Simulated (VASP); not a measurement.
OSZICAR of a VASP run on WSe$_{2}$ (space group P6_3/mmc):

OSZICAR:
```
       N       E                     dE             d eps       ncg     rms          rms(c)
DAV:   1    -0.631644187620E+04   -0.63164E+04   -0.22353E+04   280   0.108E+03
DAV:   2    -0.673435941060E+04   -0.41792E+03   -0.40775E+03   330   0.336E+02
DAV:   3    -0.675956700831E+04   -0.25208E+02   -0.25084E+02   307   0.787E+01
DAV:   4    -0.676020592059E+04   -0.63891E+00   -0.63716E+00   320   0.126E+01
DAV:   5    -0.679374445886E+02    0.66923E+04   -0.12254E+01   269   0.293E+01    0.280E+01
DAV:   6    -0.643176931744E+02    0.36198E+01   -0.11823E+01   276   0.209E+01    0.118E+01
DAV:   7    -0.650559005295E+02   -0.73821E+00   -0.29460E+00   269   0.669E+00    0.478E+00
DAV:   8    -0.648025466397E+02    0.25335E+00   -0.53863E-01   262   0.476E+00    0.281E+00
DAV:   9    -0.648132332104E+02   -0.10687E-01   -0.53503E-01   269   0.286E+00    0.185E+00
DAV:  10    -0.648230354588E+02   -0.98022E-02   -0.34579E-02   312   0.127E+00    0.100E+00
DAV:  11    -0.648169223910E+02    0.61131E-02   -0.25863E-02   290   0.983E-01    0.412E-01
DAV:  12    -0.648188002391E+02   -0.18778E-02   -0.66912E-03   312   0.326E-01    0.192E-01
DAV:  13    -0.648182946943E+02    0.50554E-03   -0.11792E-03   290   0.250E-01    0.102E-01
DAV:  14    -0.648183762030E+02   -0.81509E-04   -0.10334E-03   290   0.142E-01    0.789E-02
DAV:  15    -0.648184306552E+02   -0.54452E-04   -0.57023E-05   306   0.547E-02    0.456E-02
DAV:  16    -0.648184384672E+02   -0.78120E-05   -0.61884E-05   283   0.452E-02    0.218E-02
DAV:  17    -0.648184470422E+02   -0.85751E-05   -0.15446E-05   282   0.177E-02    0.149E-02
DAV:  18    -0.648184461119E+02    0.93036E-06   -0.29752E-06   236   0.130E-02
   1 F= -.64818446E+02 E0= -.64818446E+02  d E =-.193766E-10
```

**Question.** Which electronic solver shows in the log?

**Answer.** It is blocked Davidson (ALGO = Normal, or the opening steps of other solvers). The INCAR had ALGO = Normal.

**Question.** Can the final energy be trusted as converged?

**Answer.** Self-consistency was reached. It stopped with EDIFF = 1E-6, NELM = 100 (B3LYP hybrid, plane waves, VASP's PBE PAW potentials (set 64)).

The structure comes from a computed database's WSe2 entry; how it stands against other phases isn't given here. The cell was not relaxed at this level. The k-mesh is coarse (spacing up to 1.07 per Å, 2π included), so the numbers may not be converged in it. The run is one of a series of settings (AEXX = 0.2, AGGAC = 0.81, AGGAX = 0.72, ALDAC = 0.19, GGA = B3, HFRCUT = -1, ISYM = 3, LHFCALC = .TRUE., PRECFOCK = Fast, KPOINTS 2×2×2 Γ-centred mesh against the base run), some of them coarse on purpose.
